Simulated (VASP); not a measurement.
An input for Ansatz (written as the equivalent of a VASP run, and not itself run):

Ansatz 0.2 input:
```yaml
crystal:
  lattice:
    - [0.0000000, 2.4835409, 2.4835409]
    - [2.4835409, 0.0000000, 2.4835409]
    - [2.4835409, 2.4835409, 0.0000000]
  atoms:
    - { symbol: Zn, position: [0.0000000, 0.0000000, 0.0000000] }
    - { symbol: S, position: [0.2500000, 0.2500000, 0.2500000] }
kpoints:
  mp_grid: { grid: [9, 9, 9] }
hamiltonian:
  xc: pbesol
  pseudopotentials: { kind: paw }
scf:
  occupations: { method: gaussian, width: 0.05 }
  max_iter: 100
relax:
  max_steps: 40
  f_tol: 0.02
  cell: { p_target: 45 }
output: { forces: true, stress: true, eigenvalues: true }
```

Problem. Translate this input to VASP (INCAR, KPOINTS, POSCAR, choice of POTCAR).

Solution. This is not unique; one that fits is 
### INCAR
```
! general
SYSTEM   =  ZnS
PREC     =  Accurate
ENCUT    =  500   ! plane-wave cut-off (eV)
LREAL    =  F
LASPH    =  T   ! aspherical one-centre terms

! electronic loop
EDIFF    =  1E-6   ! SCF stop (eV)
NELM     =  100   ! most electronic steps
ALGO     =  Normal
LMAXMIX  =  4   ! l cut-off of mixed one-centre charges

! smearing
ISMEAR   =  0   ! Gaussian
SIGMA    =  0.05   ! width (eV)

! functional
GGA      =  PS   ! PBEsol

! ions
IBRION   =  2   ! conjugate gradients
NSW      =  40   ! most ionic steps
ISIF     =  3   ! ions, shape and volume
EDIFFG   =  -0.02   ! ionic stop
PSTRESS  =  450   ! kbar

! output
LWAVE    =  F
LCHARG   =  F
```

KPOINTS:
```
Automatic mesh
0
Gamma
  9 9 9
0 0 0
```

POSCAR:
```
ZnS
1.0
  0.0000000000   2.4835409391   2.4835409391
  2.4835409391   0.0000000000   2.4835409391
  2.4835409391   2.4835409391   0.0000000000
Zn S
1 1
Cartesian
  0.0000000000   0.0000000000   0.0000000000
  1.2417704696   1.2417704696   1.2417704696
```

POTCAR, in this order: Zn S (PBE.64 set). Program: vasp_std.

Limits of the translation: each code has its own PAW files, so the cut-off isn't converted (ENCUT is set for VASP's; basis.ecutwfc is left out, and Ansatz then takes the one that its files recommend); Ansatz stops its SCF on the density residual and VASP on the energy change (EDIFF).

The compound is ZnS in the zinc blende structure. This run relaxes it under an external pressure of 45 GPa. Symmetry was kept, so distortions that lower it aren't found.
